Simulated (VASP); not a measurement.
Output of a VASP run:

File OUTCAR:
```
 ion  position               nearest neighbor table
   1  0.000  0.000  0.000-   2 2.36   3 2.36   2 2.36   3 2.36   3 2.36   3 2.36   2 2.36   2 2.36
                             3 2.36   3 2.36   2 2.36   2 2.36
   2  0.333  0.667  0.500-   3 1.74   3 1.74   3 1.74   1 2.36   1 2.36   1 2.36   1 2.36   1 2.36
                             1 2.36
   3  0.667  0.333  0.500-   2 1.74   2 1.74   2 1.74   1 2.36   1 2.36   1 2.36   1 2.36   1 2.36
                             1 2.36
  LATTYP: Found a hexagonal cell.
 ALAT       =     3.0207165515
 C/A-ratio  =     1.0533684975
 Subroutine PRICEL returns:
 Original cell was already a primitive cell.
 Subroutine GETGRP returns: Found 24 space group operations
The static configuration has the point symmetry D_6h.
The dynamic configuration has the point symmetry D_6h.
 Subroutine INISYM returns: Found 24 space group operations
 Subroutine IBZKPT returns following result:
 Found     80 irreducible k-points:

 Following reciprocal coordinates:
            Coordinates               Weight
  0.000000  0.000000  0.000000      1.000000
  0.090909  0.000000  0.000000      6.000000
  0.181818  0.000000  0.000000      6.000000
  0.272727  0.000000  0.000000      6.000000
  0.363636  0.000000  0.000000      6.000000
  0.454545  0.000000  0.000000      6.000000
  0.090909  0.090909  0.000000      6.000000
  0.181818  0.090909  0.000000     12.000000
  0.272727  0.090909  0.000000     12.000000
  0.363636  0.090909  0.000000     12.000000
  0.454545  0.090909  0.000000      6.000000
  0.181818  0.181818  0.000000      6.000000
  0.272727  0.181818  0.000000     12.000000
  0.363636  0.181818  0.000000     12.000000
  0.272727  0.272727  0.000000      6.000000
  0.363636  0.272727  0.000000      6.000000
  0.000000  0.000000  0.111111      2.000000
  0.090909  0.000000  0.111111     12.000000
  0.181818  0.000000  0.111111     12.000000
  0.272727  0.000000  0.111111     12.000000
  0.363636  0.000000  0.111111     12.000000
  0.454545  0.000000  0.111111     12.000000
  0.090909  0.090909  0.111111     12.000000
  0.181818  0.090909  0.111111     24.000000
  0.272727  0.090909  0.111111     24.000000
  0.363636  0.090909  0.111111     24.000000
  0.454545  0.090909  0.111111     12.000000
  0.181818  0.181818  0.111111     12.000000
  0.272727  0.181818  0.111111     24.000000
  0.363636  0.181818  0.111111     24.000000
  0.272727  0.272727  0.111111     12.000000
  0.363636  0.272727  0.111111     12.000000
  0.000000  0.000000  0.222222      2.000000
  0.090909  0.000000  0.222222     12.000000
  0.181818  0.000000  0.222222     12.000000
  0.272727  0.000000  0.222222     12.000000
  0.363636  0.000000  0.222222     12.000000
  0.454545  0.000000  0.222222     12.000000
  0.090909  0.090909  0.222222     12.000000
  0.181818  0.090909  0.222222     24.000000
   k-points           NKPTS =     80   k-points in BZ     NKDIM =     80   number of bands    NBANDS=     13
   number of dos      NEDOS =    301   number of ions     NIONS =      3
   total plane-waves  NPLWV =  13824
   dimension x,y,z NGX =    24 NGY =   24 NGZ =   24
   dimension x,y,z NGXF=    48 NGYF=   48 NGZF=   48
   ions per type =               1   2
   PREC   = accura    normal or accurate (medium, high low for compatibility)
   ISTART =      0    job   : 0-new  1-cont  2-samecut
   ICHARG =      2    charge: 1-file 2-atom 10-const
   ISPIN  =      1    spin polarized calculation?
   LNONCOLLINEAR =      F non collinear calculations
   LSORBIT =      F    spin-orbit coupling
   INIWAV =      1    electr: 0-lowe 1-rand  2-diag
   ENCUT  =  520.0 eV  38.22 Ry    6.18 a.u.   5.62  5.62  5.92*2*pi/ulx,y,z
   NELM   =    100;   NELMIN=  2; NELMDL= -5     # of ELM steps
   EDIFF  = 0.1E-05   stopping-criterion for ELM
   LREAL  =      F    real-space projection
   NLSPLINE    = F    spline interpolate recip. space projectors
   LMAXMIX     =    4 max onsite mixed and CHGCAR
...
```

### OSZICAR
```
...
DAV:  19    -0.309623328977E+02    0.23515E-06   -0.21965E-07  1085   0.597E-03
   1 F= -.30962333E+02 E0= -.30962170E+02  d E =-.309623E+02
       N       E                     dE             d eps       ncg     rms          rms(c)
DAV:   1    -0.311689369203E+02   -0.20660E+00   -0.50653E+00  2497   0.383E+01    0.442E+00
DAV:   2    -0.309770931408E+02    0.19184E+00   -0.12012E+00  2453   0.167E+01    0.946E-01
DAV:   3    -0.309618958952E+02    0.15197E-01   -0.96260E-02  2895   0.335E+00    0.353E-01
DAV:   4    -0.309622248594E+02   -0.32896E-03   -0.18234E-02  2937   0.120E+00    0.147E-01
DAV:   5    -0.309651400829E+02   -0.29152E-02   -0.10010E-02  2938   0.752E-01    0.182E-01
DAV:   6    -0.309661459112E+02   -0.10058E-02   -0.96838E-04  2112   0.443E-01    0.679E-02
DAV:   7    -0.309663434751E+02   -0.19756E-03   -0.14685E-03  2591   0.458E-01    0.513E-02
DAV:   8    -0.309663305186E+02    0.12957E-04   -0.11288E-04  2295   0.125E-01    0.482E-02
DAV:   9    -0.309662893079E+02    0.41211E-04   -0.16600E-05  2210   0.550E-02    0.194E-02
DAV:  10    -0.309662672199E+02    0.22088E-04   -0.39017E-05  2546   0.696E-02    0.893E-03
DAV:  11    -0.309662680833E+02   -0.86342E-06   -0.17665E-06  1854   0.171E-02
   2 F= -.30966268E+02 E0= -.30966173E+02  d E =-.393519E-02
       N       E                     dE             d eps       ncg     rms          rms(c)
DAV:   1    -0.310066997341E+02   -0.40433E-01   -0.90856E-01  2518   0.159E+01    0.184E+00
DAV:   2    -0.309718945206E+02    0.34805E-01   -0.17718E-01  2457   0.656E+00    0.395E-01
DAV:   3    -0.309699846971E+02    0.19098E-02   -0.14121E-02  2852   0.122E+00    0.144E-01
DAV:   4    -0.309701191359E+02   -0.13444E-03   -0.31039E-03  2914   0.514E-01    0.694E-02
DAV:   5    -0.309706053650E+02   -0.48623E-03   -0.16664E-03  2884   0.331E-01    0.717E-02
DAV:   6    -0.309708437037E+02   -0.23834E-03   -0.15633E-04  2286   0.167E-01    0.225E-02
DAV:   7    -0.309708901238E+02   -0.46420E-04   -0.18917E-04  2621   0.148E-01    0.215E-02
DAV:   8    -0.309708865479E+02    0.35759E-05   -0.15069E-05  2280   0.428E-02    0.199E-02
DAV:   9    -0.309708882334E+02   -0.16855E-05   -0.26419E-06  1875   0.218E-02    0.960E-03
DAV:  10    -0.309708942468E+02   -0.60134E-05   -0.71140E-06  2526   0.331E-02    0.448E-03
DAV:  11    -0.309708930945E+02    0.11523E-05   -0.24765E-07  1045   0.701E-03    0.375E-03
DAV:  12    -0.309708937778E+02   -0.68329E-06   -0.10773E-07  1040   0.506E-03
   3 F= -.30970894E+02 E0= -.30970765E+02  d E =-.856088E-02
       N       E                     dE             d eps       ncg     rms          rms(c)
DAV:   1    -0.309739914944E+02   -0.30984E-02   -0.13111E-01  2225   0.614E+00    0.394E-01
DAV:   2    -0.309721645705E+02    0.18269E-02   -0.10812E-02  2187   0.133E+00    0.203E-01
DAV:   3    -0.309718110555E+02    0.35352E-03   -0.67433E-04  2516   0.347E-01    0.961E-02
DAV:   4    -0.309717306684E+02    0.80387E-04   -0.36196E-04  3130   0.201E-01    0.183E-02
DAV:   5    -0.309717671116E+02   -0.36443E-04   -0.17944E-04  2115   0.174E-01    0.100E-02
DAV:   6    -0.309717240458E+02    0.43066E-04   -0.54661E-05  2080   0.107E-01    0.289E-03
DAV:   7    -0.309717223458E+02    0.16999E-05   -0.36577E-06  2348   0.225E-02    0.210E-03
DAV:   8    -0.309717233926E+02   -0.10468E-05   -0.25479E-07  1055   0.732E-03    0.135E-03
DAV:   9    -0.309717241238E+02   -0.73117E-06   -0.12129E-07  1055   0.491E-03
   4 F= -.30971724E+02 E0= -.30971644E+02  d E =-.830346E-03
```

**OUTCAR**
```
------------------------ aborting loop because EDIFF is reached ----------------------------------------
  FORCE on cell =-STRESS in cart. coord.  units (eV):
  Direction    XX          YY          ZZ          XY          YZ          ZX
  --------------------------------------------------------------------------------------
  Total        0.0424985      0.0424985     -0.0360129      0.0000000      0.0000000      0.0000000
  in kB        2.6586880      2.6586880     -2.2529504      0.0000000      0.0000000      0.0000000
  external PRESSURE =       1.0214752 kB  Pullay stress =       0.0000000 kB
  volume of cell :       25.61
      direct lattice vectors                 reciprocal lattice vectors
     1.513011734 -2.620613222  0.000000000     0.330466703 -0.190795038  0.000000000
     1.513011734  2.620613222 -0.000000000     0.330466703  0.190795038  0.000000000
    -0.000000000  0.000000000  3.229549044     0.000000000  0.000000000  0.309640754
 POSITION                                       TOTAL-FORCE (eV/Angst)
 -----------------------------------------------------------------------------------
     -0.00000      0.00000      3.22955         0.000000     -0.000000      0.000000
      1.51301      0.87354      1.61477        -0.000000     -0.000000      0.000000
      1.51301     -0.87354      1.61477         0.000000      0.000000     -0.000000
 -----------------------------------------------------------------------------------
    total drift:                               -0.000000     -0.000000      0.000000
  FREE ENERGIE OF THE ION-ELECTRON SYSTEM (eV)
  ---------------------------------------------------
  free  energy   TOTEN  =       -30.9717241238 eV

  energy  without entropy=      -30.9714844145  energy(sigma->0) =      -30.97164422

 reached required accuracy - stopping structural energy minimisation
```
(Selected blocks of OUTCAR.)

File POSCAR:
```
TiB2
1
    1.5103582643    -2.6160172778     0.0000000000
    1.5103582643     2.6160172778     0.0000000000
    0.0000000000     0.0000000000     3.1819276551
Ti B
1 2
Direct
  0.0000000000   1.0000000000   1.0000000000
  0.3333330000   0.6666670000   0.5000000000
  0.6666670000   0.3333330000   0.5000000000
```

Question: Reconstruct the remaining input files.

Answer: This is not unique; one that fits is the input of the run itself, r2SCAN meta-GGA, plane waves, VASP's PBE PAW potentials (set 64).

**INCAR**
```
# general
SYSTEM =TiB2
PREC   =Accurate
ENCUT  =520
LREAL  =F   # projection in real space or not
LASPH  =T

# electronic loop
EDIFF  =1E-6   # SCF stop (eV)
NELM   =100   # most electronic steps
ALGO   =Normal   # blocked Davidson
LMAXMIX=4   # l cut-off of mixed one-centre charges
LMIXTAU=T

# smearing
ISMEAR =1
SIGMA  =0.1   # width (eV)

# functional
METAGGA=R2SCAN

# ions
IBRION =2
NSW    =60   # most ionic steps
ISIF   =3   # ions, shape and volume
EDIFFG =-0.02   # ionic stop

# output
LWAVE  =F
LCHARG =F
```

KPOINTS:
```
K-points
0
Gamma
11 11 9
```

POTCAR, in this order: Ti_sv B (PBE.64 set). Program: vasp_std.

The compound is TiB2 in the AlB2 type structure. This run relaxes it. Symmetry was kept, so distortions that lower it aren't found. The start is the result of an earlier pass.
